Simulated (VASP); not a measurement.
A convergence study with VASP on Mg2Si (antifluorite): one setting is varied, all else stays as given below, so the limit is that of these other settings.

```
Mg2Si
1.0
    0.00000     3.17500     3.17500
    3.17500     0.00000     3.17500
    3.17500     3.17500     0.00000
Mg Si
2 1
Direct
  0.25000   0.25000   0.25000
  0.75000   0.75000   0.75000
  0.00000   0.00000   0.00000
```

All values below come from PBE GGA, VASP's PBE PAW potentials (set 64) (plane waves; VASP). The tightest run used: 550 eV cut-off, 15×15×15 Γ-centred mesh, tetrahedra with Blöchl corrections, potentials Mg Si.

Gaps are read on the run's mesh, which can miss a band edge.

### Question
The settings run are 3×3×3 mesh; 4×4×4 mesh; 5×5×5 mesh; 6×6×6 mesh; 7×7×7 mesh; 8×8×8 mesh; 9×9×9 mesh; 10×10×10 mesh; 11×11×11 mesh; 12×12×12 mesh; 13×13×13 mesh; 14×14×14 mesh; 15×15×15 mesh. From which on does the energy per atom stay within 0.005 eV/atom of the tightest run?

### Answer
From 7×7×7 mesh on: it is off by 0.0030 there and by no more than 0.005 in any finer run, while 6×6×6 mesh is off by 0.0073.
| setting | E (eV/atom) | pressure (GPa) | gap on the mesh (eV) | irreducible k-points | difference judged (eV/atom) |
|---|---|---|---|---|---|
| 3×3×3 mesh | -2.8013 | 0.37 | 0.679 | 4 | 0.1713 |
| 4×4×4 mesh | -2.9186 | 0.23 | 0.170 | 8 | 0.0540 |
| 5×5×5 mesh | -2.9534 | 0.23 | 0.448 | 10 | 0.0191 |
| 6×6×6 mesh | -2.9652 | 0.24 | 0.200 | 16 | 0.0073 |
| 7×7×7 mesh | -2.9696 | 0.24 | 0.336 | 20 | 0.0030 |
| 8×8×8 mesh | -2.9713 | 0.25 | 0.207 | 29 | 0.0013 |
| 9×9×9 mesh | -2.9720 | 0.25 | 0.287 | 35 | 0.0006 |
| 10×10×10 mesh | -2.9723 | 0.26 | 0.208 | 47 | 0.0002 |
| 11×11×11 mesh | -2.9724 | 0.26 | 0.262 | 56 | 0.0001 |
| 12×12×12 mesh | -2.9725 | 0.26 | 0.209 | 72 | 0.0000 |
| 13×13×13 mesh | -2.9725 | 0.26 | 0.247 | 84 | 0.0000 |
| 14×14×14 mesh | -2.9726 | 0.26 | 0.209 | 104 | 0.0000 |
| 15×15×15 mesh | -2.9726 | 0.26 | 0.237 | 120 | 0.0000 |

Left out are rungs that failed or repeat a setting and relaxations that didn't move; long series are thinned to 24 rows.

The compound is Mg2Si in the antifluorite structure. The cell was not relaxed at this level.
